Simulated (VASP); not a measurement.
All values below come from PBEsol GGA, VASP's PBE PAW potentials (set 64) (plane waves; VASP).

VASP input:

File POSCAR:
```
Rh
1
    0.0000000000     1.8703122432     1.8703122432
    1.8703122432    -0.0000000000     1.8703122432
    1.8703122432     1.8703122432     0.0000000000
Rh
1
Direct
  0.0000000000   0.0000000000   0.0000000000
```

File KPOINTS:
```
Automatic mesh
0
Gamma
17 17 17
0 0 0
```

**INCAR**
```
! general
SYSTEM   =  Rh
PREC     =  Accurate
ENCUT    =  500   ! plane-wave cut-off (eV)
LREAL    =  .FALSE.
LASPH    =  .TRUE.   ! aspherical one-centre terms

! electronic loop
EDIFF    =  1E-6   ! SCF stop (eV)
NELM     =  100   ! most electronic steps
ALGO     =  Normal   ! blocked Davidson
LMAXMIX  =  4   ! l cut-off of mixed one-centre charges

! smearing
ISMEAR   =  1   ! Methfessel-Paxton
SIGMA    =  0.1   ! width (eV)

! functional
GGA      =  PS   ! PBEsol

! ions
IBRION   =  2   ! conjugate gradients
NSW      =  40
ISIF     =  3
EDIFFG   =  -0.02
PSTRESS  =  100   ! kbar

! output
LWAVE    =  .FALSE.
LCHARG   =  .FALSE.
```

POTCAR, in this order: Rh_pv (PBE.64 set). Program: vasp_std.

The resulting files:

### OSZICAR
```
       N       E                     dE             d eps       ncg     rms          rms(c)
DAV:   1     0.110169037290E+03    0.11017E+03   -0.91294E+03  3649   0.143E+03
DAV:   2    -0.727627668133E+01   -0.11745E+03   -0.11264E+03  3732   0.382E+02
DAV:   3    -0.873865114801E+01   -0.14624E+01   -0.14570E+01  4176   0.482E+01
DAV:   4    -0.874716205128E+01   -0.85109E-02   -0.85099E-02  4019   0.381E+00
DAV:   5    -0.874729529681E+01   -0.13325E-03   -0.13324E-03  4122   0.442E-01    0.125E+01
DAV:   6    -0.815912961968E+01    0.58817E+00   -0.13017E+00  3804   0.172E+01    0.413E+00
DAV:   7    -0.813313051188E+01    0.25999E-01   -0.35232E-02  4218   0.245E+00    0.182E+00
DAV:   8    -0.812808703093E+01    0.50435E-02   -0.52061E-03  3771   0.119E+00    0.269E-01
DAV:   9    -0.812784711722E+01    0.23991E-03   -0.19419E-04  4179   0.236E-01    0.341E-02
DAV:  10    -0.812785308815E+01   -0.59709E-05   -0.29702E-06  3889   0.237E-02    0.465E-03
DAV:  11    -0.812785319690E+01   -0.10874E-06   -0.36577E-07  2160   0.923E-03
   1 F= -.73111547E+01 E0= -.73113696E+01  d E =-.731115E+01
```

### OUTCAR
```
------------------------ aborting loop because EDIFF is reached ----------------------------------------
  FORCE on cell =-STRESS in cart. coord.  units (eV):
  Direction    XX          YY          ZZ          XY          YZ          ZX
  --------------------------------------------------------------------------------------
  Total        0.8093018      0.8093018      0.8093018     -0.0000000      0.0000000      0.0000000
  in kB       99.0943212     99.0943212     99.0943212     -0.0000000      0.0000000      0.0000000
  external PRESSURE =      -0.9056788 kB  Pullay stress =     100.0000000 kB
  volume of cell :       13.08
      direct lattice vectors                 reciprocal lattice vectors
     0.000000000  1.870312243  1.870312243    -0.267335041  0.267335041  0.267335041
     1.870312243  0.000000000  1.870312243     0.267335041 -0.267335041  0.267335041
     1.870312243  1.870312243  0.000000000     0.267335041  0.267335041 -0.267335041
 POSITION                                       TOTAL-FORCE (eV/Angst)
 -----------------------------------------------------------------------------------
      0.00000      0.00000      0.00000        -0.000000     -0.000000      0.000000
 -----------------------------------------------------------------------------------
    total drift:                                0.000000     -0.000000      0.000000
  FREE ENERGIE OF THE ION-ELECTRON SYSTEM (eV)
  ---------------------------------------------------
  free  energy   TOTEN  =        -8.1278531969 eV

  energy  without entropy=       -8.1284979287  energy(sigma->0) =       -8.12806811
  enthalpy is  TOTEN    =        -7.3111546862 eV   P V=        0.8166985107

 reached required accuracy - stopping structural energy minimisation
```
(Selected blocks of OUTCAR.)

The compound is Rh in the fcc structure. It was relaxed first under an external pressure of 10 GPa.
